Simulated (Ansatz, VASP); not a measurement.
**Si2Ni: VASP beside Ansatz**

Wanted: the spread between two codes on one cell, functional and k mesh. The cell is taken from a series of runs on this material, whose earlier steps may have relaxed, scaled, displaced or heated it; both programs get it as it stands.

Program: Ansatz 0.2.0. Level of theory: plane waves, with VASP 6.6.1 beside it; zone-centre phonons at PBEsol. Results are calculated unless marked as measured.

### 1. The starting structure

Symmetry: Fm-3m, No. 225, cubic system. The conventional cell has a = 5.204 Å, b = 5.204 Å, c = 5.204 Å, α = 90.00°, β = 90.00°, γ = 90.00°. Nearest to Si lie 4 Ni at 2.25 Å. Ni has 8 Si at 2.25 Å nearest. Farther neighbours are not listed.

### 2. Ansatz: zone-centre phonons, PBEsol

Ansatz runs on its PAW soft_1 files.

Second derivatives magnify differences that forces hide, and they need a tight electronic threshold.

Contents of input.yaml:

```yaml
crystal:
  lattice:
    - [0.0, 2.6017946608, 2.6017946608]
    - [2.6017946608, 0.0, 2.6017946608]
    - [2.6017946608, 2.6017946608, 0.0]
  atoms:
    - { symbol: Si, position: [0.25, 0.25, 0.25] }
    - { symbol: Si, position: [0.75, 0.75, 0.75] }
    - { symbol: Ni, position: [0.0, 0.0, 0.0] }
kpoints:
  mp_grid: { grid: [16, 16, 16] }
hamiltonian:
  xc: pbesol
  pseudopotentials: { kind: paw, azcp: { folder: soft_1 }, xc_functional: pbe }
scf:
  occupations: { method: methfessel_paxton, width: 0.2 }
output:
  eigenvalues: true
phonons:
  method: dfpt
```

The run is started by

```console
> ansatz run input.yaml --threads 4 --pin off --max-ram 10240MiB --backend cpu --events-out ev --progress --plain --runs-dir out
```

Numbers of over 12 decimals in the logs are rounded to 6 here.

Output:

```text
zone centre: on kpoints.mp_grid the ground state, and the responses unless they are solved on pairs of k-points, stand on 349 of the mesh's 4096 k-points, reduced under 8 symmetry operations, with k and −k counted as one. Each operation leaves every solved displacement unchanged or reverses it
Engine: ansatz 0.2.0, aarch64-unknown-linux-gnu
Pseudopotentials: kind: paw
Pseudopotential: Si, paw, valence charge 4, recommended cutoff 420 eV (normal), soft_1/Si.paw.azcp
Pseudopotential: Ni, paw, valence charge 18, recommended cutoff 420 eV (normal), soft_1/Ni.paw.azcp
Functional definition: PBEsol
  exchange = pbesol_x
  correlation = pbesol_c
Crystal: 3 atoms, lattice volume = 35.225 Å³
Basis set: ecut = 420 eV, 701 PW (Γ), exchange–correlation on 50×50×50 points (8 copies of the dense FFT grid, shifted against one another)
Bands: 17, of which v1, the nominal top of the filled ones, is band 13 counted from 1 (12 counted from 0)
Symmetry: 48 space group operations
k-points: 349 of 4096 (irreducible under 8 space group operations, time reversal used)
Non-local potential: Si, projectors of the file, l = 0: 2, l = 1: 2, l = 2: 1
Non-local potential: Ni, projectors of the file, l = 0: 3, l = 1: 2, l = 2: 3, l = 3: 1
PAW form: soft (Blöchl's): semilocal exchange-correlation on the pseudo side does not see the compensation charge
PAW frozen core: Si, regenerated for the run's functional, and the local potential with it (the file was generated under x = pbe(κ = 0.804, μ = 0.219515), c = pbe(β = 0.066725))
PAW frozen core: Ni, regenerated for the run's functional, and the local potential with it (the file was generated under x = pbe(κ = 0.804, μ = 0.219515), c = pbe(β = 0.066725))
PAW one-centre angular grid: Si, 110 points (default); XC on 64 Gauss nodes
PAW one-centre angular grid: Ni, 590 points (default); XC on 64 Gauss nodes
Initial density: superposition of atomic densities (chi_scale 0.1, normalization cell, long waves kept (reshape's long-wave potential 0.00 eV rms))
Initial wavefunctions: pseudopotential atomic-orbital guess
Functional: x = pbesol(κ = 0.804, μ = 0.123457), c = pbesol(β = 0.046)
SCF iter   1: F=—  HF=-7049.870570 eV  |F-HF|=—  |Δ(HF+E_count)|=         —  Δρ=7.33e-2  dr2=2.72e0  ethr=3.10e-3  ⟨swp⟩=5.1  Hψ=30153  notcnv=0
preconditioner: auto → Kerker (q_TF=auto, 2.594 Å⁻¹)  [metal: Δε(μ)=0.046 eV  Ē_g=9.640 eV  σ=0.200 eV  W_gap=0.19  n_scr=14 (ndim 8)  ℏωp=26.5 eV  f_vac=0.000  D(μ)=0.68/eV (n_scr^D=0)]
SCF iter   2: F=—  HF=-7049.433926 eV  |F-HF|=—  |Δ(HF+E_count)|=   4.37e-1  S|Δr|=    0.00e0  Δρ=4.18e-2  dr2=9.98e-1  ethr=3.10e-3  ⟨swp⟩=2.0  Hψ=10024  notcnv=0  defer=8
SCF iter   3: F=—  HF=-7049.111615 eV  |F-HF|=—  |Δ(HF+E_count)|=   3.22e-1  S|Δr|=    0.00e0  Δρ=2.12e-2  dr2=1.48e-1  ethr=3.10e-3  ⟨swp⟩=2.3  Hψ=10567  notcnv=0  defer=8
SCF iter   4: F=—  HF=-7049.088011 eV  |F-HF|=—  |Δ(HF+E_count)|=   2.36e-2  S|Δr|=    0.00e0  Δρ=7.20e-3  dr2=1.42e-2  ethr=5.70e-4  ⟨swp⟩=2.0  Hψ=9949  notcnv=0  defer=8
SCF iter   5: F=—  HF=-7049.088683 eV  |F-HF|=—  |Δ(HF+E_count)|=   6.73e-4  S|Δr|=    0.00e0  Δρ=1.46e-3  dr2=1.06e-3  ethr=5.47e-5  ⟨swp⟩=1.9  Hψ=9932  notcnv=0  defer=8
SCF iter   6: F=—  HF=-7049.088869 eV  |F-HF|=—  |Δ(HF+E_count)|=   1.86e-4  S|Δr|=    0.00e0  Δρ=1.01e-3  dr2=3.57e-4  ethr=4.09e-6  ⟨swp⟩=2.0  Hψ=10141  notcnv=0  defer=8
SCF iter   7: F=—  HF=-7049.088896 eV  |F-HF|=—  |Δ(HF+E_count)|=   2.70e-5  S|Δr|=    0.00e0  Δρ=1.01e-4  dr2=4.14e-6  ethr=1.37e-6  ⟨swp⟩=2.7  Hψ=8767  notcnv=0  defer=8
SCF iter   8: F=—  HF=-7049.088905 eV  |F-HF|=—  |Δ(HF+E_count)|=   9.22e-6  S|Δr|=    0.00e0  Δρ=2.27e-5  dr2=1.39e-7  ethr=1.59e-8  ⟨swp⟩=2.0  Hψ=9071  notcnv=0  defer=8
SCF iter   9: F=—  HF=-7049.088919 eV  |F-HF|=—  |Δ(HF+E_count)|=   1.33e-5  S|Δr|=    0.00e0  Δρ=2.12e-6  dr2=1.01e-9  ethr=5.33e-10  ⟨swp⟩=2.1  Hψ=8674  notcnv=0  defer=8
SCF iter  10: F=—  HF=-7049.088919 eV  |F-HF|=—  |Δ(HF+E_count)|=  2.80e-10  S|Δr|=    0.00e0  Δρ=2.18e-7  dr2=1.03e-11  ethr=3.88e-12  ⟨swp⟩=2.5  Hψ=10128  notcnv=0  defer=8
SCF iter  11: F=-7049.088919 eV  HF=-7049.088919 eV  |F-HF|=9.09e-13  |Δ(HF+E_count)|=  9.09e-13  S|Δr|=    0.00e0  Δρ=1.92e-8  dr2=7.00e-14  ethr=1.00e-12  ⟨swp⟩=5.2  Hψ=25032  notcnv=0
SCF 1 converged in 11 iterations: F = -7049.088919 eV  dr2 = 7.00e-14
  greatest PAW one-centre occupation: 1.000 electrons in one spin orbital (limit 2), on the Ni atom at site 2 (counted from 0), in its partial waves of l = 1
DFPT response loops at Γ: preconditioner auto → Kerker (q_TF=auto, 2.594 Å⁻¹) (partly filled bands, converged f_vac=0.000); β = 1.00, the filter's whole step (`scf.mixing.beta` (0.50) is not read by the response loops under this deck's `scf.mixing.preconditioner`; to damp them name `kerker` or `kerker_dos`, under which they read `scf.mixing.beta`, and type it under 1.00, their step now; both keys bind the ground state too); Broyden in place of MSR1
SCF converged after 11 iterations
Stability not checked: this state was not tested for a lower state beside it, because cold or Methfessel-Paxton smearing, or corrected tetrahedra, fill the levels in a way that the test cannot read (fill_not_monotonic; see scf.lower_state_search)
Free energy (F): -7049.088919 eV
Harris-Foulkes:  -7049.088919 eV  (|F-HF|=9.09e-13)
Internal energy: -7049.088814 eV  (E = F + TS)
E sigma→0 (E₀):  -7049.088893 eV
Entropy (-TS):   -0.000105 eV (-0.035 meV/atom)
Fermi energy:    15.363798 eV
--- Per-component energies (eV) ---
  E_band       = -308.316256
  E_kinetic    = 438.255377
  E_local      = -4054.986920  (includes V_loc(G=0)·N_el)
  E_nonlocal   = -74.794954
  E_hartree    = 2114.771054
  E_xc         = -231.872504
  E_vxc        = -251.450819  (∫ρ·V_xc dr)
  E_paw        = -2614.544244  (= ΣΔE_a)
  E_vpaw       = -594.881828  (= ΣTr[D̂ρ^β])
  E_aug_tail   = 0.000794  (compensation charges beyond the density's cutoff)
  E_ewald      = -2626.177828
  E_core_change = 0.260411  (= ΣΔE_core)
  E_smearing   = -0.000105  (= −TS)
  E_closure    = -0.000000  (closes the sum)
  Σ components = -7049.088919   (vs F -7049.088919, Δ=0.00e0)
--- Band table (eV; the first three rows and the last of 349) ---
  k-point 0: bands = [... 9 lower, 11.0112, 15.8812, 17.1042, 17.1042, 17.1042, 17.2194, 17.2194, 17.2194]
  k-point 1: bands = [... 9 lower, 10.9980, 15.4865, 16.3205, 16.5524, 16.5524, 17.8103, 17.8103, 18.4499]
  k-point 2: bands = [... 9 lower, 10.9652, 14.3286, 15.9851, 15.9851, 16.3994, 18.3511, 18.3511, 19.3918]
  k-point 348: bands = [... 9 lower, 10.8403, 10.9515, 11.4330, 12.3400, 17.7038, 17.7038, 19.6642, 20.5791]
--- Phonons (Γ-DFPT): 2 representative perturbations + reference, on 349 of 4096 k-points (Σ response iterations 6) ---
  k mesh reduced under 8 symmetry operations, with k and −k counted as one. Each operation leaves every solved displacement unchanged or reverses it
  ASR residual: 7.058e-6 → 0.000e0 eV/Å²; symmetrization residual: 1.199e-6 eV/Å²
  ASR residual per site (eV/Å²): 7.06e-6 7.06e-6 3.71e-6
  Γ frequencies (cm⁻¹): 0.00 0.00 0.00 380.19 380.19 380.19 404.25 404.25 404.25
  non-analytic LO–TO correction: not included (Born effective charges unavailable; polar crystals: no LO–TO splitting at Γ)
```

(Part 1 of 2 ends here.)

[Lines on the potential files, build, host, timing and source positions are cut from VASP's logs without a mark.]

[Logs are printed without paths, hosts, clocks, repeated set-up lines and the standing remarks that a program may print on its own settings, such as how far it seeks lower states.]

[Hosts, paths, dates, database ids (printed as entryN), source tags and the programs' standing remarks are cut or masked in the printed files.]
